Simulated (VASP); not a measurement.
Here is a VASP 6.6.1 calculation.

POSCAR

```
Cu
1.0
    0.0000000000      1.8250000000      1.8250000000
    1.8250000000      0.0000000000      1.8250000000
    1.8250000000      1.8250000000      0.0000000000
Cu
1
Direct
    0.0000000000      0.0000000000      0.0000000000
```

The input INCAR.step1:

```
SYSTEM = Cu
PREC = Accurate ; ENCUT = 600
EDIFF = 1E-8 ; ISMEAR = 0
SIGMA = 0.1 ; LREAL = .False.
LASPH = .True. ; NELM = 60
ALGO = Fast ; ISIF = 3
LWAVE = .False. ; LCHARG = .False.
GGA = PS ; IBRION = 2
NSW = 40 ; EDIFFG = -0.002
```

File INCAR.step2:

```
SYSTEM = Cu
PREC = Accurate ; ENCUT = 600
EDIFF = 1E-8 ; ISMEAR = 0
SIGMA = 0.1 ; LREAL = .False.
LASPH = .True. ; NELM = 60
ALGO = Fast ; ISIF = 3
LWAVE = .False. ; LCHARG = .False.
GGA = PS ; IBRION = 6
NFREE = 2 ; POTIM = 0.015
NSW = 1
```

Contents of KPOINTS:

```
Automatic mesh
0
Gamma
  20 20 20
  0 0 0
```

Potentials or basis: VASP PAW PBE potentials, release 64 (Cu).

Launch:

```sh
$ cat potpaw_PBE.64/Cu/POTCAR > POTCAR
$ cp INCAR.step1 INCAR
$ mpirun -np 1 vasp_std > vasp.out
$ cp CONTCAR POSCAR
$ cp INCAR.step2 INCAR
$ mpirun -np 1 vasp_std > vasp.out
```

Task: Predict the elastic constants C11, C12, C44.

Result: 209, 143, 98 GPa.

Task: Predict the Voigt bulk modulus.

Result: 165 GPa.

Task: Predict the relaxed volume.

Result: 11.36 Å³/atom.

Step by step:
```
step  energy change (eV)  largest force (eV/Å)  pressure (GPa)  volume (Å³)
   1              0.0000                0.0000           -9.32        12.16
   2             -0.0167                0.0000            6.65        10.96
   3             -0.0248                0.0000            0.02        11.36
```

Caveat: the PAW data sets were made with another functional, which shifts forces and pressure a little.
